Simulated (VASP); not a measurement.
Output of a VASP run:

### OUTCAR
```
 ion  position               nearest neighbor table
   1  0.333  0.667  0.250-   2 3.04   2 3.04   2 3.04   2 3.04   2 3.04   2 3.04
   2  0.667  0.333  0.750-   1 3.04   1 3.04   1 3.04   1 3.04   1 3.04   1 3.04
  LATTYP: Found a hexagonal cell.
 ALAT       =     3.0267595740
 C/A-ratio  =     1.6472850758
 Subroutine PRICEL returns:
 Original cell was already a primitive cell.
 Subroutine GETGRP returns: Found 24 space group operations
The static configuration has the point symmetry D_3d.
 The point group associated with its full space group is D_6h.
The dynamic configuration has the point symmetry D_3d.
 Subroutine INISYM returns: Found 24 space group operations
 Subroutine IBZKPT returns following result:
 Found    120 irreducible k-points:

 Following reciprocal coordinates:
            Coordinates               Weight
  0.000000  0.000000  0.000000      1.000000
  0.071429 -0.000000  0.000000      6.000000
  0.142857 -0.000000  0.000000      6.000000
  0.214286  0.000000  0.000000      6.000000
  0.285714  0.000000  0.000000      6.000000
  0.357143 -0.000000  0.000000      6.000000
  0.428571  0.000000  0.000000      6.000000
  0.500000  0.000000  0.000000      3.000000
  0.071429  0.071429  0.000000      6.000000
  0.142857  0.071429  0.000000     12.000000
  0.214286  0.071429  0.000000     12.000000
  0.285714  0.071429  0.000000     12.000000
  0.357143  0.071429  0.000000     12.000000
  0.428571  0.071429  0.000000     12.000000
  0.142857  0.142857  0.000000      6.000000
  0.214286  0.142857  0.000000     12.000000
  0.285714  0.142857  0.000000     12.000000
  0.357143  0.142857  0.000000     12.000000
  0.428571  0.142857  0.000000      6.000000
  0.214286  0.214286  0.000000      6.000000
  0.285714  0.214286  0.000000     12.000000
  0.357143  0.214286  0.000000     12.000000
  0.285714  0.285714  0.000000      6.000000
  0.357143  0.285714  0.000000      6.000000
  0.000000  0.000000  0.125000      2.000000
  0.071429 -0.000000  0.125000     12.000000
  0.142857 -0.000000  0.125000     12.000000
  0.214286  0.000000  0.125000     12.000000
  0.285714  0.000000  0.125000     12.000000
  0.357143 -0.000000  0.125000     12.000000
  0.428571  0.000000  0.125000     12.000000
  0.500000  0.000000  0.125000      6.000000
  0.071429  0.071429  0.125000     12.000000
  0.142857  0.071429  0.125000     24.000000
  0.214286  0.071429  0.125000     24.000000
  0.285714  0.071429  0.125000     24.000000
  0.357143  0.071429  0.125000     24.000000
  0.428571  0.071429  0.125000     24.000000
  0.142857  0.142857  0.125000     12.000000
  0.214286  0.142857  0.125000     24.000000
   k-points           NKPTS =    120   k-points in BZ     NKDIM =    120   number of bands    NBANDS=     16
   number of dos      NEDOS =    301   number of ions     NIONS =      2
   total plane-waves  NPLWV =  20736
   dimension x,y,z NGX =    24 NGY =   24 NGZ =   36
   dimension x,y,z NGXF=    48 NGYF=   48 NGZF=   72
   ions per type =               2
   PREC   = accura    normal or accurate (medium, high low for compatibility)
   ISTART =      0    job   : 0-new  1-cont  2-samecut
   ICHARG =      2    charge: 1-file 2-atom 10-const
   ISPIN  =      1    spin polarized calculation?
   LNONCOLLINEAR =      F non collinear calculations
   LSORBIT =      F    spin-orbit coupling
   INIWAV =      1    electr: 0-lowe 1-rand  2-diag
   ENCUT  =  500.0 eV  36.75 Ry    6.06 a.u.   5.52  5.52  9.09*2*pi/ulx,y,z
   NELM   =    100;   NELMIN=  2; NELMDL= -5     # of ELM steps
   EDIFF  = 0.1E-05   stopping-criterion for ELM
   LREAL  =      F    real-space projection
   NLSPLINE    = F    spline interpolate recip. space projectors
   LMAXMIX     =    4 max onsite mixed and CHGCAR
   VOSKOWN=      0    Vosko Wilk Nusair interpolation
   EDIFFG = -.2E-01   stopping-criterion for IOM
   NSW    =     40    number of steps for IOM
...
```

File OSZICAR:
```
...
       N       E                     dE             d eps       ncg     rms          rms(c)
DAV:   1    -0.162803675335E+02    0.12753E-01   -0.24383E-02  4472   0.169E+00    0.325E-01
DAV:   2    -0.162797669534E+02    0.60058E-03   -0.21731E-03  4536   0.451E-01    0.971E-02
DAV:   3    -0.162796164496E+02    0.15050E-03   -0.79126E-04  5744   0.224E-01    0.577E-02
DAV:   4    -0.162796428216E+02   -0.26372E-04   -0.73918E-05  4640   0.409E-02    0.235E-02
DAV:   5    -0.162796651363E+02   -0.22315E-04   -0.57464E-05  5832   0.444E-02    0.999E-03
DAV:   6    -0.162796663926E+02   -0.12563E-05   -0.20464E-06  2808   0.123E-02    0.286E-03
DAV:   7    -0.162796667905E+02   -0.39791E-06   -0.17131E-07  2048   0.518E-03
   4 F= -.92992471E+01 E0= -.92993008E+01  d E =-.740456E-01
       N       E                     dE             d eps       ncg     rms          rms(c)
DAV:   1    -0.162715489152E+02    0.81175E-02   -0.93262E-03  4472   0.105E+00    0.201E-01
DAV:   2    -0.162713189273E+02    0.22999E-03   -0.82238E-04  4552   0.279E-01    0.599E-02
DAV:   3    -0.162712609183E+02    0.58009E-04   -0.30200E-04  5712   0.139E-01    0.357E-02
DAV:   4    -0.162712721289E+02   -0.11211E-04   -0.28856E-05  4400   0.254E-02    0.145E-02
DAV:   5    -0.162712822185E+02   -0.10090E-04   -0.22430E-05  5792   0.283E-02    0.637E-03
DAV:   6    -0.162712829627E+02   -0.74425E-06   -0.79909E-07  2256   0.802E-03
   5 F= -.92992239E+01 E0= -.92992726E+01  d E =-.740224E-01
       N       E                     dE             d eps       ncg     rms          rms(c)
DAV:   1    -0.162730861536E+02   -0.18039E-02   -0.33837E-01  3880   0.553E+00    0.423E-01
DAV:   2    -0.162690283859E+02    0.40578E-02   -0.10115E-02  4368   0.826E-01    0.197E-01
DAV:   3    -0.162678182918E+02    0.12101E-02   -0.46355E-03  5000   0.515E-01    0.377E-02
DAV:   4    -0.162678315150E+02   -0.13223E-04   -0.72173E-05  4704   0.823E-02    0.182E-02
DAV:   5    -0.162678352996E+02   -0.37846E-05   -0.66005E-06  4408   0.224E-02    0.451E-03
DAV:   6    -0.162678355288E+02   -0.22919E-06   -0.18037E-07  2200   0.486E-03
   6 F= -.93002910E+01 E0= -.93002627E+01  d E =-.106709E-02
       N       E                     dE             d eps       ncg     rms          rms(c)
DAV:   1    -0.162671439013E+02    0.69140E-03   -0.10203E-01  3864   0.304E+00    0.234E-01
DAV:   2    -0.162659085251E+02    0.12354E-02   -0.30630E-03  4344   0.455E-01    0.109E-01
DAV:   3    -0.162655381447E+02    0.37038E-03   -0.14215E-03  4984   0.285E-01    0.210E-02
DAV:   4    -0.162655427030E+02   -0.45583E-05   -0.22487E-05  4688   0.457E-02    0.102E-02
DAV:   5    -0.162655440820E+02   -0.13790E-05   -0.18652E-06  2952   0.124E-02    0.239E-03
DAV:   6    -0.162655441959E+02   -0.11395E-06   -0.15902E-07  2032   0.398E-03
   7 F= -.93005665E+01 E0= -.93004831E+01  d E =-.134261E-02
       N       E                     dE             d eps       ncg     rms          rms(c)
DAV:   1    -0.162647671512E+02    0.77693E-03   -0.16937E-02  3872   0.124E+00    0.954E-02
DAV:   2    -0.162645609574E+02    0.20619E-03   -0.50895E-04  4344   0.185E-01    0.443E-02
DAV:   3    -0.162644991563E+02    0.61801E-04   -0.23674E-04  4992   0.116E-01    0.864E-03
DAV:   4    -0.162645002154E+02   -0.10592E-05   -0.36251E-06  3880   0.186E-02    0.411E-03
DAV:   5    -0.162645005710E+02   -0.35553E-06   -0.37648E-07  2144   0.601E-03
   8 F= -.93005869E+01 E0= -.93004796E+01  d E =-.136308E-02
```

OUTCAR:
```
------------------------ aborting loop because EDIFF is reached ----------------------------------------
  FORCE on cell =-STRESS in cart. coord.  units (eV):
  Direction    XX          YY          ZZ          XY          YZ          ZX
  --------------------------------------------------------------------------------------
  Total        6.9982198      6.9982184      7.0035464     -0.0000000     -0.0000000      0.0000000
  in kB      301.4778853    301.4778250    301.7073488     -0.0000000     -0.0000000      0.0000000
  external PRESSURE =       1.5543530 kB  Pullay stress =     300.0000000 kB
  volume of cell :       37.19
      direct lattice vectors                 reciprocal lattice vectors
     1.476608732 -2.557561091  0.000000000     0.338613736 -0.195498751  0.000000000
     1.476608732  2.557561091  0.000000000     0.338613736  0.195498751  0.000000000
    -0.000000000  0.000000000  4.924036449    -0.000000000 -0.000000000  0.203085418
 POSITION                                       TOTAL-FORCE (eV/Angst)
 -----------------------------------------------------------------------------------
      1.47661      0.85252      1.23101        -0.000000      0.000000      0.000000
      1.47661     -0.85252      3.69303         0.000000     -0.000000     -0.000000
 -----------------------------------------------------------------------------------
    total drift:                                0.000085      0.001055     -0.000017
  FREE ENERGIE OF THE ION-ELECTRON SYSTEM (eV)
  ---------------------------------------------------
  free  energy   TOTEN  =       -16.2645005710 eV

  energy  without entropy=      -16.2641786383  energy(sigma->0) =      -16.26439326
  enthalpy is  TOTEN    =        -9.3005869483 eV   P V=        6.9639136227

 reached required accuracy - stopping structural energy minimisation
```
(Selected blocks of OUTCAR.)

### POSCAR
```
Zr
1
    1.5133798560    -2.6212506424    -0.0000000000
    1.5133798560     2.6212506424     0.0000000000
    0.0000000000     0.0000000000     4.9859358743
Zr
2
Direct
  0.3333330000   0.6666670000   0.2500000000
  0.6666670000   0.3333330000   0.7500000000
```

### Question
Reconstruct the remaining input files.

### Answer
Several could match; the one computed here: the input of the run itself, PBE GGA, plane waves, VASP's PBE PAW potentials (set 64).

**KPOINTS**
```
Automatic mesh
0
Gamma
 14 14 8
0 0 0
```

### INCAR
```
LREAL=F
LASPH=T   ! aspherical one-centre terms
ALGO=Normal
LWAVE=F
IBRION=2   ! conjugate gradients
ISMEAR=1
SIGMA=0.1
EDIFF=1E-6   ! SCF stop (eV)
NELM=100
SYSTEM=Zr
EDIFFG=-0.02   ! ionic stop
ISIF=3
ENCUT=500   ! plane-wave cut-off (eV)
NSW=40   ! most ionic steps
LCHARG=F
PREC=Accurate
GGA=PE   ! PBE
PSTRESS=300   ! kbar
LMAXMIX=4   ! l cut-off of mixed one-centre charges
```

POTCAR, in this order: Zr_sv (PBE.64 set). Program: vasp_std.

Energy and stress use the plane-wave basis of the starting cell.

The compound is Zr in the hcp structure. This run relaxes it under an external pressure of 30 GPa. Symmetry was kept, so distortions that lower it aren't found.
